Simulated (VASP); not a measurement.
A run of VASP 6.6.1 is set up as follows.

INCAR

```
SYSTEM = CaCuH2
  PREC = Accurate
  ENCUT = 600
  EDIFF = 1E-6
  ISMEAR = -1
  SIGMA = 0.05
  LREAL = .FALSE.
  LASPH = .TRUE.
  NELM = 100
  ALGO = Fast
  ISIF = 3
  LWAVE = .FALSE.
  LCHARG = .FALSE.
  GGA = PE
  LUSE_VDW = .TRUE.
  IVDW_NL = 2
  BPARAM = 10.0
  CPARAM = 0.0093
  IBRION = 2
  NSW = 60
  EDIFFG = -0.005
```

KPOINTS

```
Automatic mesh
0
G
  6 6 6
  0 0 0
```

File POSCAR:

```
CaCuH2
1.0
    1.9452400000      1.1230900000      4.3573800000
   -1.9452400000      1.1230900000      4.3573800000
    0.0000000000     -2.2461700000      4.3573800000
Ca Cu H
1 1 2
Direct
    0.5000000000      0.5000000000      0.5000000000
    0.0000000000      0.0000000000      0.0000000000
    0.8818100000      0.8818100000      0.8818100000
    0.1181900000      0.1181900000      0.1181900000
```

Potentials or basis: VASP PAW PBE potentials, release 64 (Ca_sv, Cu, H).

Command:

```bash
$ cat potpaw_PBE.64/Ca_sv/POTCAR potpaw_PBE.64/Cu/POTCAR potpaw_PBE.64/H/POTCAR > POTCAR
$ mpirun -np 1 vasp_std > vasp.out
```

(1) Predict the space group after relaxing (to 0.05 Å).

(2) Estimate the band gap on the k mesh.

(3) Predict the relaxed cell.

Results:

(1) R-3m (No. 166).

(2) none (metal or under the smearing width).

(3) a = 4.873 Å, b = 4.873 Å, c = 4.873 Å, α = 46.90°, β = 46.90°, γ = 46.90°.
